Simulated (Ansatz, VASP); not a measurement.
# GaN: VASP beside Ansatz, part 3 of 3

Aim: how closely do two programs agree when they are given the same cell, functional and k mesh? The cell is taken from a series of runs on this material, whose earlier steps may have relaxed, scaled, displaced or heated it; both programs get it as it stands.

VASP 6.6.1 and Ansatz 0.2.0.

So far: Set-up; Ansatz: zone-centre phonons, PBE; VASP: zone-centre phonons, PBE.

**3. VASP: zone-centre phonons, PBE (continued)**

Level of this step: PBE; plane waves and PAW (Ga_d, N) (VASP).

Numbers of over 12 decimals in the logs are rounded to 6 here.

From OUTCAR (step 3):

```text
ion  position               nearest neighbor table
   1  0.333  0.667  0.999-   4 1.97   4 1.97   4 1.97   3 1.98
   2  0.667  0.333  0.499-   3 1.97   3 1.97   3 1.97   4 1.98
   3  0.333  0.667  0.376-   2 1.97   2 1.97   2 1.97   1 1.98
   4  0.667  0.333  0.876-   1 1.97   1 1.97   1 1.97   2 1.98

  LATTYP: Found a hexagonal cell.
 ALAT       =     3.2183727567
 C/A-ratio  =     1.6291315122

 Subroutine GETGRP returns: Found 12 space group operations
 (whereof  6 operations were pure point group operations)

The static configuration has the point symmetry C_3v.
 The point group associated with its full space group is C_6v.

 Found     48 irreducible k-points:

   k-points           NKPTS =     48   k-points in BZ     NKDIM =     48   number of bands    NBANDS=     24

   dimension x,y,z NGX =    28 NGY =   28 NGZ =   42
   dimension x,y,z NGXF=    56 NGYF=   56 NGZF=   84

   ENCUT  =  600.0 eV  44.10 Ry    6.64 a.u.   6.43  6.43 10.47*2*pi/ulx,y,z

   NELECT =      36.0000    total number of electrons

 k-points in reciprocal lattice and weights: Automatic mesh
   0.00000000  0.00000000  0.00000000       0.002
   0.11111111  0.00000000  0.00000000       0.012
   0.22222222  0.00000000  0.00000000       0.012
   0.33333333  0.00000000  0.00000000       0.012
   0.44444444  0.00000000  0.00000000       0.012
   0.11111111  0.11111111  0.00000000       0.012
   0.22222222  0.11111111  0.00000000       0.025
   0.33333333  0.11111111  0.00000000       0.025
   0.44444444  0.11111111  0.00000000       0.012
[...]
0.33333333  0.22222222  0.50000000       0.025
   0.33333333  0.33333333  0.50000000       0.004

 average (electrostatic) potential at core
       1 -63.8113       2 -63.8113       3 -62.3392       4 -62.3392

[...]
3.218372757  0.000000000  0.000000000     0.310716028  0.179391982  0.000000000
    -1.609186378  2.787192566  0.000000000     0.000000000  0.358783965  0.000000000
     0.000000000  0.000000000  5.243152476     0.000000000  0.000000000  0.190724951

 POSITION                                       TOTAL-FORCE (eV/Angst)
 -----------------------------------------------------------------------------------
     -0.00000      1.85813      5.23862         0.000000      0.000000      0.000015
      1.60919      0.92906      2.61704         0.000000      0.000000      0.000015
     -0.00000      1.85813      1.97071        -0.000000     -0.000000     -0.000015
      1.60919      0.92906      4.59229        -0.000000      0.000000     -0.000015
 -----------------------------------------------------------------------------------
    total drift:                                0.000000      0.000001      0.000303

 MACROSCOPIC STATIC DIELECTRIC TENSOR (including local field effects in DFT)
 ------------------------------------------------------
           6.007444    -0.000000     0.000000
          -0.000000     6.007444     0.000000
           0.000000     0.000000     6.167700
 ------------------------------------------------------

 PIEZOELECTRIC TENSOR (including local field effects)  for field in x, y, z        (C/m^2)
          XX          YY          ZZ          XY          YZ          ZX
  --------------------------------------------------------------------------------
  x    -0.00000    -0.00000     0.00000    -0.00000    -0.00000     0.55899
  y     0.00000    -0.00000     0.00000     0.00000     0.55899    -0.00000
  z     0.51584     0.51584    -1.04532    -0.00000     0.00000     0.00000

 BORN EFFECTIVE CHARGES (including local field effects) (in |e|, cummulative output)
 ---------------------------------------------------------------------------------
 ion    1
    1     2.63448    -0.00000    -0.00000
    2    -0.00000     2.63448     0.00000
    3     0.00000     0.00000     2.77586
 ion    2
    1     2.63448    -0.00000     0.00000
    2    -0.00000     2.63448     0.00000
    3    -0.00000     0.00000     2.77586
 ion    3
    1    -2.63448     0.00000     0.00000
    2     0.00000    -2.63448     0.00000
    3    -0.00000     0.00000    -2.77586
 ion    4
    1    -2.63448     0.00000     0.00000
    2     0.00000    -2.63448     0.00000
    3     0.00000     0.00000    -2.77586

 Eigenvectors and eigenvalues of the dynamical matrix
 ----------------------------------------------------

   1 f  =   19.623749 THz   123.299652 2PiTHz  654.577811 cm-1    81.157269 meV
             X         Y         Z           dx          dy          dz
     -0.000000  1.858128  5.238620    -0.000000    0.000000    0.026981
      1.609186  0.929064  2.617044    -0.000000    0.000000   -0.026981
     -0.000000  1.858128  1.970715    -0.000000    0.000000   -0.706592
      1.609186  0.929064  4.592291     0.000000   -0.000000    0.706592

   2 f  =   15.843033 THz    99.544712 2PiTHz  528.466695 cm-1    65.521490 meV
             X         Y         Z           dx          dy          dz
     -0.000000  1.858128  5.238620     0.091321   -0.220612   -0.000000
      1.609186  0.929064  2.617044    -0.091321    0.220612   -0.000000
     -0.000000  1.858128  1.970715     0.254562   -0.614971    0.000000
      1.609186  0.929064  4.592291    -0.254562    0.614971    0.000000

   3 f  =   15.843033 THz    99.544712 2PiTHz  528.466695 cm-1    65.521490 meV
             X         Y         Z           dx          dy          dz
     -0.000000  1.858128  5.238620    -0.220612   -0.091321    0.000000
      1.609186  0.929064  2.617044     0.220612    0.091321    0.000000
     -0.000000  1.858128  1.970715    -0.614971   -0.254562   -0.000000
      1.609186  0.929064  4.592291     0.614971    0.254562   -0.000000

   4 f  =   15.623033 THz    98.162412 2PiTHz  521.128291 cm-1    64.611644 meV
             X         Y         Z           dx          dy          dz
     -0.000000  1.858128  5.238620     0.110621   -0.267237   -0.000000
      1.609186  0.929064  2.617044     0.110621   -0.267237   -0.000000
     -0.000000  1.858128  1.970715    -0.246789    0.596190    0.000000
      1.609186  0.929064  4.592291    -0.246789    0.596190    0.000000

   5 f  =   15.623033 THz    98.162412 2PiTHz  521.128291 cm-1    64.611644 meV
             X         Y         Z           dx          dy          dz
     -0.000000  1.858128  5.238620     0.267237    0.110621   -0.000000
      1.609186  0.929064  2.617044     0.267237    0.110621   -0.000000
     -0.000000  1.858128  1.970715    -0.596190   -0.246789    0.000000
      1.609186  0.929064  4.592291    -0.596190   -0.246789    0.000000

   6 f  =   14.927202 THz    93.790376 2PiTHz  497.917861 cm-1    61.733919 meV
             X         Y         Z           dx          dy          dz
     -0.000000  1.858128  5.238620     0.000000   -0.000000    0.289360
      1.609186  0.929064  2.617044     0.000000   -0.000000    0.289360
     -0.000000  1.858128  1.970715    -0.000000    0.000000   -0.645190
      1.609186  0.929064  4.592291    -0.000000    0.000000   -0.645190

   7 f  =    9.603469 THz    60.340374 2PiTHz  320.337238 cm-1    39.716738 meV
             X         Y         Z           dx          dy          dz
     -0.000000  1.858128  5.238620     0.000000   -0.000000   -0.706592
      1.609186  0.929064  2.617044     0.000000   -0.000000    0.706592
     -0.000000  1.858128  1.970715    -0.000000    0.000000   -0.026981
      1.609186  0.929064  4.592291    -0.000000    0.000000    0.026981

   8 f  =    4.085531 THz    25.670150 2PiTHz  136.278651 cm-1    16.896392 meV
             X         Y         Z           dx          dy          dz
     -0.000000  1.858128  5.238620    -0.254567    0.614969    0.000000
      1.609186  0.929064  2.617044     0.254567   -0.614969    0.000000
     -0.000000  1.858128  1.970715     0.091322   -0.220611    0.000000
      1.609186  0.929064  4.592291    -0.091322    0.220611    0.000000

   9 f  =    4.085531 THz    25.670150 2PiTHz  136.278651 cm-1    16.896392 meV
             X         Y         Z           dx          dy          dz
     -0.000000  1.858128  5.238620     0.614969    0.254567    0.000000
      1.609186  0.929064  2.617044    -0.614969   -0.254567    0.000000
     -0.000000  1.858128  1.970715    -0.220611   -0.091322    0.000000
      1.609186  0.929064  4.592291     0.220611    0.091322    0.000000

  10 f/i=    0.001626 THz     0.010217 2PiTHz    0.054240 cm-1     0.006725 meV
             X         Y         Z           dx          dy          dz
     -0.000000  1.858128  5.238620    -0.135489    0.630864    0.000000
      1.609186  0.929064  2.617044    -0.135489    0.630864    0.000000
     -0.000000  1.858128  1.970715    -0.060732    0.282780    0.000000
      1.609186  0.929064  4.592291    -0.060732    0.282780    0.000000

  11 f/i=    0.001626 THz     0.010217 2PiTHz    0.054240 cm-1     0.006725 meV
             X         Y         Z           dx          dy          dz
     -0.000000  1.858128  5.238620    -0.630864   -0.135489   -0.000000
      1.609186  0.929064  2.617044    -0.630864   -0.135489   -0.000000
     -0.000000  1.858128  1.970715    -0.282780   -0.060732   -0.000000
      1.609186  0.929064  4.592291    -0.282780   -0.060732   -0.000000

  12 f/i=    0.004613 THz     0.028984 2PiTHz    0.153871 cm-1     0.019078 meV
             X         Y         Z           dx          dy          dz
     -0.000000  1.858128  5.238620     0.000000    0.000000   -0.645190
      1.609186  0.929064  2.617044     0.000000    0.000000   -0.645190
     -0.000000  1.858128  1.970715     0.000000    0.000000   -0.289360
      1.609186  0.929064  4.592291     0.000000    0.000000   -0.289360

 MACROSCOPIC STATIC DIELECTRIC TENSOR IONIC CONTRIBUTION
 ------------------------------------------------------
           4.585585    -0.000000     0.000000
          -0.000000     4.585585    -0.000000
           0.000000    -0.000000     5.574617
 ------------------------------------------------------

 ELASTIC MODULI CONTR FROM IONIC RELAXATION (kBar)
 Direction    XX          YY          ZZ          XY          YZ          ZX
 --------------------------------------------------------------------------------
 XX        -485.1141    233.6864    237.3717      0.0000     -0.0000     -0.0000
 YY         233.6864   -485.1141    237.3717      0.0000      0.0000      0.0000
 ZZ         237.3717    237.3717   -448.2029     -0.0000      0.0000      0.0000
 XY           0.0000      0.0000     -0.0000   -359.4002      0.0000      0.0000
 YZ          -0.0000     -0.0000      0.0000      0.0000   -109.5560      0.0000
 ZX          -0.0000      0.0000      0.0000      0.0000      0.0000   -119.0851
 --------------------------------------------------------------------------------

 PIEZOELECTRIC TENSOR IONIC CONTR  for field in x, y, z        (C/m^2)
          XX          YY          ZZ          XY          YZ          ZX
  --------------------------------------------------------------------------------
  x    -0.00000     0.00000     0.00000     0.00000     0.00000    -0.69534
  y    -0.00000     0.00000    -0.00000     0.00000    -0.66694     0.00000
  z    -0.78772    -0.78772     1.48736     0.00000    -0.00000    -0.00000
```

The dielectric response converges more slowly with the mesh than energies do, so tensor and charges may still move on a finer one.

**4. Comparison**

Known differences besides the potentials themselves: fixed occupations in Ansatz, narrow Gaussian smearing in VASP; VASP's response is taken on the typed mesh, Ansatz refines its own for the field response alone; the cutoff is 340 eV in Ansatz and 600 eV in VASP; VASP's log repeats an internal error in its field response; Ansatz's log warns that its cutoff lies below the recommended one. Total energies have different zeros and are not compared.

Compared:

```tsv
quantity	Ansatz	VASP	difference
ε∞ xx	5.95	6.01	-0.90 %
ε∞ yy	5.95	6.01	-0.90 %
ε∞ zz	6.14	6.17	-0.41 %
Born charge of Ga1 (mean of the diagonal) (e)	2.68	2.68	0.00
Born charge of N3 (mean of the diagonal) (e)	-2.68	-2.68	0.00
optical mode 1 to 2 (cm⁻¹)	135.9	136.3	-0.28 %
optical mode 3 (cm⁻¹)	319.3	320.3	-0.33 %
optical mode 4 (cm⁻¹)	504.6	497.9	+1.34 %
optical mode 5 to 6 (cm⁻¹)	527.5	521.1	+1.23 %
optical mode 7 to 8 (cm⁻¹)	534.8	528.5	+1.20 %
optical mode 9 (cm⁻¹)	657.6	654.6	+0.46 %
```

Modes are paired by rising frequency, not by their patterns, so a pair may set unlike modes beside each other; they are those without the splitting of longitudinal modes.

**5. What came out**

| Quantity | Value |
| --- | --- |
| r.m.s. difference of the optical zone-centre modes, each program's sorted by frequency (zone-centre phonons, PBE) | 4.9 cm⁻¹ |
| difference in optical mode 4 (zone-centre phonons, PBE) | +1.3 % |

What this shows: The r.m.s. difference of the optical zone-centre modes, each program's sorted by frequency is 4.9 cm⁻¹ (zone-centre phonons, PBE). Among the rows given in per cent, the largest difference of the zone-centre phonons, PBE pair is in optical mode 4, +1.3 %. 1 further run of this series is not shown here. Such differences can come from data sets, numerical settings and the points named under the comparisons, not from the functional's error against experiment.

[Lines on the potential files, build, host, timing and source positions are cut from VASP's logs without a mark.]

[Logs are printed without paths, hosts, clocks, repeated set-up lines and the standing remarks that a program may print on its own settings, such as how far it seeks lower states.]

[Hosts, paths, dates, database ids (printed as entryN), source tags and the programs' standing remarks are cut or masked in the printed files.]
